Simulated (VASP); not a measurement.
# ZnAu: structure and properties in VASP, part 3 of 4

Wanted: the relaxed cell of ZnAu and its properties. The start is a cell from a database of measured crystal structures.

VASP 6.6.1; LDA; plane waves and PAW (Zn, Au).

Still holding for the runs below: This run has no spin polarisation. Its electron count is odd, so without a moment it is a metal by construction.

So far. Step 4 (Single point with fields (LDA)): In this run the pressure is -0.05 GPa, small enough to go on. Step 5 (Bands along the symmetry lines (LDA)): There is no gap at this level.

### 6. Density of states (LDA)

Here the states are counted by energy and projected on the atoms. The mesh is finer than in the run before.

INCAR

```
SYSTEM = ZnAu
PREC = Accurate
ENCUT = 400
EDIFF = 1E-06
NELM = 100
ISMEAR = -5
SIGMA = 0.2
LREAL = .FALSE.
ALGO = Normal
GGA = CA
NBANDS = 23
LASPH = .TRUE.
LORBIT = 11
LWAVE = .FALSE.
LCHARG = .FALSE.
KPAR = 2
NEDOS = 2001
```

POSCAR

```
ZnAu
1.0
    3.0982592306      0.0000000000      0.0000000000
    0.0000000000      3.0982592306      0.0000000000
    0.0000000000      0.0000000000      3.0982592306
Zn Au
1 1
Direct
    0.5000000000      0.5000000000      0.5000000000
    0.0000000000      0.0000000000      0.0000000000
```

KPOINTS

```
Automatic mesh
0
Gamma
9 9 9
0 0 0
```

PAW data sets: Zn and Au (LDA family, release 64).

Run with:

```console
mpirun -np 2 vasp_std
```

Log:

```text
[... set-up lines as in an earlier step ...]
 entering main loop
       N       E                     dE             d eps       ncg     rms          rms(c)
DAV:   1     0.117646662952E+03    0.11765E+03   -0.89623E+03  1745   0.109E+03
DAV:   2    -0.145227256822E+01   -0.11910E+03   -0.11164E+03  1715   0.251E+02
DAV:   3    -0.727162962603E+01   -0.58194E+01   -0.57884E+01  1960   0.564E+01
DAV:   4    -0.731917111342E+01   -0.47541E-01   -0.47593E-01  1834   0.479E+00
DAV:   5    -0.731967027339E+01   -0.49916E-03   -0.49994E-03  1953   0.500E-01    0.989E+00
DAV:   6    -0.680800975651E+01    0.51166E+00   -0.10560E+00  1927   0.103E+01    0.599E+00
DAV:   7    -0.677145837471E+01    0.36551E-01   -0.30126E-02  2278   0.320E+00    0.309E+00
DAV:   8    -0.676043502224E+01    0.11023E-01   -0.96240E-03  1904   0.841E-01    0.161E-01
DAV:   9    -0.676035240626E+01    0.82616E-04   -0.25001E-04  1986   0.371E-01    0.683E-02
DAV:  10    -0.676033857145E+01    0.13835E-04   -0.49603E-05  1918   0.528E-02    0.192E-02
DAV:  11    -0.676033813348E+01    0.43797E-06   -0.10294E-06  1597   0.100E-02
   1 F= -.67603381E+01 E0= -.67603381E+01  d E =0.000000E+00
 -----------------------------------------------------------------------------
|                                                                             |
|           W    W    AA    RRRRR   N    N  II  N    N   GGGG   !!!           |
|           W    W   A  A   R    R  NN   N  II  NN   N  G    G  !!!           |
|           W    W  A    A  R    R  N N  N  II  N N  N  G       !!!           |
|           W WW W  AAAAAA  RRRRR   N  N N  II  N  N N  G  GGG   !            |
|           WW  WW  A    A  R   R   N   NN  II  N   NN  G    G                |
|           W    W  A    A  R    R  N    N  II  N    N   GGGG   !!!           |
|                                                                             |
|     Tetrahedron method does not include variations of the Fermi             |
|     occupations, so forces and stress will be inaccurate. We suggest        |
|     using a different smearing scheme ISMEAR = 1 or 2 for metals in         |
|     relaxations.                                                            |
|                                                                             |
 -----------------------------------------------------------------------------
```

Wall time 4 s (2 MPI ranks of Intel Xeon 6975P-C (Granite Rapids), shared host); peak memory 0.23 GiB.

Parts of OUTCAR (step 6):

```text
   k-points           NKPTS =     35   k-points in BZ     NKDIM =     35   number of bands    NBANDS=     23

   NELECT =      23.0000    total number of electrons

 E-fermi :   7.5114

 k-point     1 :       0.0000    0.0000    0.0000
  band No.  band energies     occupation
    ...
      7       1.8674      2.00000
      8       1.8674      2.00000
      9       3.6688      2.00000
     10       3.6688      2.00000
     11       3.6688      2.00000
     12      12.4781      0.00000
     13      12.4781      0.00000
     14      12.4781      0.00000
     15      16.8226      0.00000
     16      20.0613      0.00000
    ...

  Total       -0.0069803     -0.0069803     -0.0069803      0.0000000      0.0000000     -0.0000000
  in kB       -0.3760359     -0.3760359     -0.3760359      0.0000000      0.0000000     -0.0000000
  external PRESSURE =      -0.3760359 kB  Pullay stress =       0.0000000 kB

  FREE ENERGIE OF THE ION-ELECTRON SYSTEM (eV)
  ---------------------------------------------------
  free  energy   TOTEN  =        -6.7603381335 eV

  energy  without entropy=       -6.7603381335  energy(sigma->0) =       -6.76033813

[... 7 parts as in an earlier step ...]

[... 10 further parts left out ...]
```

With tetrahedra the forces and stress of a metal are not exact derivatives of the energy.

Numbers from this step:

```yaml
irreducible_k_points: 35
free_energy_toten: -6.760 eV
fermi_energy: 7.511 eV
pressure: -0.03760 GPa
dos_at_the_fermi_level: 0.5354 states/eV/cell
```

The density of states has structure finer than the step of the table below, so its rows give means over 1 eV, whole bins alone (the curve runs from -12.0 to 7.92 eV). Peaks (eV: height): total -8.0: 14.5, -5.7: 5.57, -4.8: 4.81, -4.0: 5.81; Au d -6.7: 1.42, -5.7: 3.67, -4.8: 3.78, -4.0: 4.91; Zn d -7.9: 12.3; Au s -8.3: 0.294, -6.8: 0.0746, -5.7: 0.119, 1.9: 0.146; Zn p -5.7: 0.171, -4.8: 0.126, -1.2: 0.0835, 7.0: 0.248.

States under -12.0 eV and over 7.9 eV are left out. The density of states by energy, zero at the Fermi level; means over each step; values in states/eV/cell:

```csv
energy (eV),total,Au d,Zn d,Au s,Zn p,Zn s
-11,0.0404,9.3e-5,8.9e-5,0.0128,4.0e-4,0.0105
-10,0.194,0.00344,0.00585,0.0558,0.00465,0.0453
-9,0.798,0.0701,0.296,0.123,0.0173,0.0878
-8,8.80,0.687,7.26,0.0908,0.0380,0.104
-7,2.15,0.399,1.27,0.0480,0.0425,0.125
-6,2.56,1.63,0.387,0.0489,0.0916,0.0425
-5,3.46,2.66,0.279,0.0248,0.0877,0.0171
-4,2.95,2.41,0.201,0.0327,0.0367,0.0222
-3,0.575,0.331,0.0309,0.0344,0.0315,0.0139
-2,0.504,0.213,0.0225,0.0619,0.0423,0.0183
-1,0.626,0.205,0.0256,0.0608,0.0716,0.0303
0,0.509,0.134,0.0221,0.0429,0.0635,0.0380
1,0.400,0.0847,0.0162,0.0352,0.0482,0.0534
2,0.548,0.0901,0.0292,0.0916,0.0499,0.0840
3,0.777,0.121,0.0378,0.103,0.0732,0.150
4,0.709,0.0985,0.0340,0.0735,0.0915,0.114
5,0.735,0.0916,0.0353,0.0591,0.132,0.0780
6,0.715,0.0866,0.0339,0.0565,0.156,0.0468
7,0.853,0.109,0.0470,0.0559,0.202,0.0390
```

The finer mesh and the other smearing move the Fermi level by -0.09 eV from the 6×6×6 run, one measure of the sampling error in the zero of the bands above. Of the states within 0.3 eV of the Fermi level, the largest shares in the PAW spheres are Au d 26 %, Zn p 13 % and Au s 8 %. The rest lies in smaller channels or between the spheres.

### 7. Vibrations at Γ (LDA)

Zone-centre modes test whether the atoms sit at a minimum within this cell. IBRION = 8 takes the force constants from linear response, which needs tightly converged orbitals.

INCAR

```
SYSTEM = ZnAu
PREC = Accurate
ENCUT = 400
EDIFF = 1E-08
NELM = 100
ISMEAR = 1
SIGMA = 0.2
LREAL = .FALSE.
ALGO = Normal
GGA = CA
NBANDS = 17
LASPH = .TRUE.
LORBIT = 11
LWAVE = .FALSE.
LCHARG = .FALSE.
KPAR = 2
IBRION = 8
ISIF = 2
```

POSCAR is that of step 6.

KPOINTS

```
Automatic mesh
0
Gamma
12 12 12
0 0 0
```

Run with:

```console
mpirun -np 2 vasp_std
```

Log:

```text
[... set-up lines as in an earlier step ...]
 entering main loop
       N       E                     dE             d eps       ncg     rms          rms(c)
DAV:   1     0.103880347563E+03    0.10388E+03   -0.10030E+04  3080   0.148E+03
DAV:   2    -0.379235854278E+01   -0.10767E+03   -0.10360E+03  2938   0.277E+02
DAV:   3    -0.729570010021E+01   -0.35033E+01   -0.34875E+01  3302   0.580E+01
DAV:   4    -0.732018158141E+01   -0.24481E-01   -0.24477E-01  3270   0.421E+00
DAV:   5    -0.732045325520E+01   -0.27167E-03   -0.27167E-03  3216   0.465E-01    0.989E+00
DAV:   6    -0.680871469668E+01    0.51174E+00   -0.14943E+00  3015   0.140E+01    0.602E+00
DAV:   7    -0.677230724690E+01    0.36407E-01   -0.36521E-02  4016   0.397E+00    0.309E+00
DAV:   9    -0.676099148978E+01    0.85102E-05   -0.34557E-04  3522   0.307E-01    0.635E-02
DAV:  10    -0.676099127612E+01    0.21366E-06   -0.36117E-05  3302   0.641E-02    0.200E-02
DAV:  11    -0.676099058163E+01    0.69448E-06   -0.26418E-06  3253   0.255E-02    0.406E-03
DAV:  12    -0.676099058565E+01   -0.40131E-08   -0.74163E-08  3565   0.101E-02
   1 F= -.67609906E+01 E0= -.67613290E+01  d E =0.101519E-02
 Linear response reoptimize wavefunctions to high precision
DAV:   1    -0.676099058475E+01    0.89176E-09   -0.11606E-08  3242   0.325E-03
DAV:   2    -0.676099058480E+01   -0.46384E-10   -0.80200E-10  1568   0.261E-04
 Linear response DOF=           2
 Linear response progress:
  Degree of freedom:   1/  2
       N       E                     dE             d eps       ncg     rms          rms(c)
RMM:   1    -0.208332879464E+00   -0.20833E+00    0.25768E-02  9970   0.205E+00
RMM:   2    -0.208654776596E+00   -0.32190E-03   -0.55487E-04 10008   0.253E-01    0.461E-02
RMM:   3    -0.208467903153E+00    0.18687E-03   -0.45057E-05 11471   0.473E-02    0.253E-02
RMM:   4    -0.208279415694E+00    0.18849E-03   -0.22554E-05 11738   0.278E-02    0.588E-03
RMM:   5    -0.208225751208E+00    0.53664E-04   -0.13189E-06 11709   0.786E-03    0.917E-04
RMM:   6    -0.208223710985E+00    0.20402E-05   -0.98032E-08 11963   0.174E-03    0.303E-04
RMM:   7    -0.208224492816E+00   -0.78183E-06   -0.17614E-08 11995   0.586E-04    0.605E-05
RMM:   8    -0.208224568491E+00   -0.75676E-07   -0.67832E-09 12194   0.227E-04    0.272E-05
RMM:   9    -0.208224507579E+00    0.60913E-07   -0.51908E-09 12331   0.123E-04    0.536E-06
RMM:  10    -0.208224500854E+00    0.67245E-08   -0.51019E-09 12110   0.745E-05    0.283E-06
 first order change of Fermi-energy  -0.93168E-05
 force on displaced ion       1 direction 1 :  -4.154  -0.000   0.000
 Linear response progress:
  Degree of freedom:   2/  2
       N       E                     dE             d eps       ncg     rms          rms(c)
RMM:   1    -0.285905682508E+00   -0.28591E+00   -0.26310E-01 11522   0.347E+00
RMM:   2    -0.282283194397E+00    0.36225E-02   -0.13626E-02 10667   0.876E-01    0.953E-02
RMM:   3    -0.282099644290E+00    0.18355E-03   -0.45608E-04 11375   0.179E-01    0.547E-02
RMM:   4    -0.282113593315E+00   -0.13949E-04   -0.46116E-04 11384   0.125E-01    0.134E-02
RMM:   5    -0.282115063885E+00   -0.14706E-05   -0.22861E-05 11148   0.326E-02    0.625E-03
RMM:   6    -0.282109232879E+00    0.58310E-05   -0.11248E-06 11600   0.751E-03    0.209E-03
RMM:   7    -0.282091461776E+00    0.17771E-04   -0.45172E-07 11334   0.393E-03    0.357E-04
RMM:   8    -0.282087935422E+00    0.35264E-05   -0.47552E-08 11635   0.114E-03    0.629E-05
RMM:   9    -0.282087860462E+00    0.74960E-07   -0.19962E-08 12019   0.383E-04    0.356E-05
RMM:  10    -0.282087645367E+00    0.21509E-06   -0.16269E-08 12099   0.170E-04    0.124E-05
RMM:  11    -0.282087518521E+00    0.12685E-06   -0.16038E-08 12149   0.110E-04    0.209E-06
RMM:  12    -0.282087502282E+00    0.16238E-07   -0.14846E-08 12391   0.888E-05    0.507E-07
RMM:  13    -0.282087501522E+00    0.76056E-09   -0.19250E-08 11622   0.833E-05    0.666E-07
 first order change of Fermi-energy   0.43243E-03
 force on displaced ion       2 direction 1 :  -4.053   0.000   0.000
 Linear response finished
```

Run time: 39 s. Hardware: 2 MPI ranks; peak memory 0.53 GiB; 75 s of CPU time.

Parts of OUTCAR (step 7):

```text
   k-points           NKPTS =     84   k-points in BZ     NKDIM =     84   number of bands    NBANDS=     17

   NELECT =      23.0000    total number of electrons

  Total        0.0098874      0.0098874      0.0098874      0.0000000      0.0000000     -0.0000000
  in kB        0.5326478      0.5326478      0.5326478      0.0000000      0.0000000     -0.0000000
  external PRESSURE =       0.5326478 kB  Pullay stress =       0.0000000 kB

 Eigenvectors and eigenvalues of the dynamical matrix
 ----------------------------------------------------

   1 f  =    4.533881 THz    28.487215 2PiTHz  151.233995 cm-1    18.750617 meV
             X         Y         Z           dx          dy          dz
      1.549130  1.549130  1.549130     0.000000    0.239437    0.835473
      0.000000  0.000000  0.000000     0.000000   -0.136268   -0.475485

   2 f  =    4.533881 THz    28.487215 2PiTHz  151.233995 cm-1    18.750617 meV
             X         Y         Z           dx          dy          dz
      1.549130  1.549130  1.549130    -0.000000   -0.835473    0.239437
      0.000000  0.000000  0.000000    -0.000000    0.475485   -0.136268

   3 f  =    4.533881 THz    28.487215 2PiTHz  151.233995 cm-1    18.750617 meV
             X         Y         Z           dx          dy          dz
      1.549130  1.549130  1.549130     0.869106    0.000000   -0.000000
      0.000000  0.000000  0.000000    -0.494626    0.000000    0.000000

   4 f/i=    0.024112 THz     0.151501 2PiTHz    0.804296 cm-1     0.099720 meV
             X         Y         Z           dx          dy          dz
      1.549130  1.549130  1.549130    -0.114361   -0.467438    0.114361
      0.000000  0.000000  0.000000    -0.200943   -0.821334    0.200943

   5 f/i=    0.024112 THz     0.151501 2PiTHz    0.804296 cm-1     0.099720 meV
             X         Y         Z           dx          dy          dz
      1.549130  1.549130  1.549130    -0.330528    0.161731    0.330528
      0.000000  0.000000  0.000000    -0.580771    0.284177    0.580771

   6 f/i=    0.024112 THz     0.151501 2PiTHz    0.804296 cm-1     0.099720 meV
             X         Y         Z           dx          dy          dz
      1.549130  1.549130  1.549130     0.349753    0.000000    0.349753
      0.000000  0.000000  0.000000     0.614551    0.000000    0.614551

 ELASTIC MODULI CONTR FROM IONIC RELAXATION (kBar)
 Direction    XX          YY          ZZ          XY          YZ          ZX
 --------------------------------------------------------------------------------
 XX           0.0000      0.0000      0.0000      0.0000      0.0000      0.0000
 YY           0.0000      0.0000      0.0000      0.0000      0.0000      0.0000
 ZZ           0.0000      0.0000      0.0000      0.0000      0.0000      0.0000
 XY           0.0000      0.0000      0.0000      0.0000      0.0000      0.0000
 YZ           0.0000      0.0000      0.0000      0.0000      0.0000      0.0000
 ZX           0.0000      0.0000      0.0000      0.0000      0.0000      0.0000
 --------------------------------------------------------------------------------

[... 7 parts as in an earlier step ...]

[... 4 further parts left out ...]
```

Energies printed during the response cycles are not total energies of the cell.

Numbers from this step:

```
bands                     : 17
irreducible k-points      : 84
pressure of the cell      : 0.05326 GPa
largest force of the cell : 0 eV/Å
Fermi energy              : 7.538 eV
```

Modes at Γ, with each element's share of the kinetic energy:

```csv
mode,frequency (cm⁻¹),symmetry,Zn %,Au %
1,-0.8,acoustic,24,76
2,-0.8,acoustic,24,76
3,-0.8,acoustic,24,76
4,151.2,T1u,76,24
5,151.2,T1u,76,24
6,151.2,T1u,76,24
```

Displacements in mode 6 (151.2 cm⁻¹), the largest set to 1:
```
Zn1  0.00  0.29  1.00
Au2  0.00 -0.09 -0.33
```

The three acoustic modes lie within 0.8 cm⁻¹ of zero, and all others are real. By the characters of their eigenvectors the optical modes sort into (cm⁻¹) infrared active: T1u 151.

### 8. Volume scan with LDA, volume scale 0.94

An equation of state needs energies on both sides of the minimum, all on one mesh and cutoff.

Edit INCAR of step 7 so:

```diff
@@ -3,3 +3,3 @@
 ENCUT = 400
-EDIFF = 1E-08
+EDIFF = 1E-06
 NELM = 100
@@ -16,3 +16,2 @@
 KPAR = 2
-IBRION = 8
 ISIF = 2
```

POSCAR

```
ZnAu
1.0
    3.0350117035      0.0000000000      0.0000000000
    0.0000000000      3.0350117035      0.0000000000
    0.0000000000      0.0000000000      3.0350117035
Zn Au
1 1
Direct
    0.5000000000      0.5000000000      0.5000000000
    0.0000000000      0.0000000000      0.0000000000
```

KPOINTS

```
Automatic mesh
0
Gamma
6 6 6
0 0 0
```

Run with:

```console
mpirun -np 2 vasp_std
```

Log:

```text
[... set-up lines as in an earlier step ...]
 entering main loop
       N       E                     dE             d eps       ncg     rms          rms(c)
DAV:   1     0.103100914795E+03    0.10310E+03   -0.99107E+03   728   0.148E+03
DAV:   2    -0.391004838060E+01   -0.10701E+03   -0.10301E+03   706   0.280E+02
DAV:   3    -0.723083677166E+01   -0.33208E+01   -0.33076E+01   755   0.573E+01
DAV:   4    -0.725294462633E+01   -0.22108E-01   -0.22105E-01   796   0.410E+00
DAV:   5    -0.725317811992E+01   -0.23349E-03   -0.23349E-03   759   0.441E-01    0.117E+01
DAV:   6    -0.670722022257E+01    0.54596E+00   -0.14591E+00   725   0.139E+01    0.692E+00
DAV:   7    -0.666355910896E+01    0.43661E-01   -0.44791E-02   921   0.433E+00    0.335E+00
DAV:   8    -0.665196943948E+01    0.11590E-01   -0.87213E-03   727   0.102E+00    0.140E-01
DAV:   9    -0.665194705592E+01    0.22384E-04   -0.25891E-04   877   0.391E-01    0.584E-02
DAV:  10    -0.665195167921E+01   -0.46233E-05   -0.29662E-05   721   0.519E-02    0.219E-02
DAV:  11    -0.665195097404E+01    0.70517E-06   -0.76085E-07   487   0.119E-02
   1 F= -.66519510E+01 E0= -.66507067E+01  d E =-.373275E-02
```

Wall time 2.4 s (2 MPI ranks); peak memory 0.22 GiB; 3.5 s of CPU time.

Parts of OUTCAR (step 8):

```text
   ENCUT  =  400.0 eV  29.40 Ry    5.42 a.u.   4.95  4.95  4.95*2*pi/ulx,y,z

   NELECT =      23.0000    total number of electrons

 E-fermi :   8.4877

 k-point     1 :       0.0000    0.0000    0.0000
  band No.  band energies     occupation
    ...
      7       2.4599      2.00000
      8       2.4599      2.00000
      9       4.3887      2.00000
     10       4.3887      2.00000
     11       4.3887      2.00000
     12      13.4134      0.00000
     13      13.4134      0.00000
     14      13.4134      0.00000
     15      18.5101      0.00000
     16      21.3761      0.00000
    ...

  Total        1.9762067      1.9762067      1.9762067      0.0000000      0.0000000      0.0000000
  in kB      113.2561636    113.2561636    113.2561636      0.0000000      0.0000000      0.0000000
  external PRESSURE =     113.2561636 kB  Pullay stress =       0.0000000 kB

 POSITION                                       TOTAL-FORCE (eV/Angst)
 -----------------------------------------------------------------------------------
      1.51751      1.51751      1.51751         0.000000      0.000000      0.000000
      0.00000      0.00000      0.00000         0.000000      0.000000      0.000000
 -----------------------------------------------------------------------------------
    total drift:                               -0.000000      0.000000     -0.000000

  FREE ENERGIE OF THE ION-ELECTRON SYSTEM (eV)
  ---------------------------------------------------
  free  energy   TOTEN  =        -6.6519509740 eV

  energy  without entropy=       -6.6482182203  energy(sigma->0) =       -6.65070672

[... 4 parts as in an earlier step ...]

[... 12 further parts left out ...]
```

The scan keeps the cell's shape and the fractional positions fixed.

This step gave:

| Property | Result |
| --- | --- |
| irreducible k-points | 20 |
| free energy (TOTEN) | -6.652 eV |
| energy at zero smearing | -6.651 eV |
| Fermi energy | 8.488 eV |
| pressure | 11.33 GPa |

The pressure here is 11.33 GPa.

(Continued in part 4 of 4.)

[Lines on the potential files, build, host, timing and source positions are cut from VASP's logs without a mark.]

[Logs are printed without paths, hosts, clocks, repeated set-up lines and the standing remarks that a program may print on its own settings, such as how far it seeks lower states.]

[Hosts, paths, dates, database ids (printed as entryN), source tags and the programs' standing remarks are cut or masked in the printed files.]

[A measured line is paired with the nearest computed mode of its activity, which favours agreement.]
